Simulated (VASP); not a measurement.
A run of VASP 6.6.1:

File INCAR:

```
ALGO     = Normal         # electronic algorithm
EDIFF    = 1E-6           # SCF threshold, eV
EDIFFG   = -0.01          # ionic threshold
ENCUT    = 600            # plane-wave cutoff, eV
GGA      = PE             # functional
IBRION   = 2              # ionic algorithm
ISIF     = 3              # what is computed and relaxed
ISMEAR   = 0              # smearing method
IVDW     = 12             # dispersion correction
LASPH    = T              # aspherical terms in the spheres
LCHARG   = F              # write CHGCAR
LREAL    = F              # projectors in reciprocal space
LWAVE    = F              # write WAVECAR
NELM     = 80             # most SCF steps
NSW      = 90             # ionic steps
PREC     = Accurate       # precision mode
SIGMA    = 0.03           # smearing width, eV
```

Contents of KPOINTS:

```
k-points
0
Gamma
  8 8 6
```

File POSCAR:

```
SnO
1.0
    3.7986000000      0.0000000000      0.0000000000
    0.0000000000      3.7986000000      0.0000000000
    0.0000000000      0.0000000000      4.8408000000
Sn O
2 2
Direct
    0.5000000000      0.0000000000      0.2369000000
    0.0000000000      0.5000000000      0.7631000000
    0.0000000000      0.0000000000      0.0000000000
    0.5000000000      0.5000000000      0.0000000000
```

Potentials or basis: VASP PAW PBE potentials, release 64 (Sn_d, O).

Launch:

```sh
$ cat potpaw_PBE.64/Sn_d/POTCAR potpaw_PBE.64/O/POTCAR > POTCAR
$ mpirun -np 1 vasp_std > vasp.out
```

Hardware: 1 thread of Intel(R) Xeon(R) 6975P-C (Granite Rapids), on a shared host.

How long does it take, and how much memory?

It took 9.2 min on 1 thread of Intel(R) Xeon(R) 6975P-C (Granite Rapids) (shared host), peak memory 0.27 GiB. Counts: scf iterations 112, k points 60, ion steps 15.
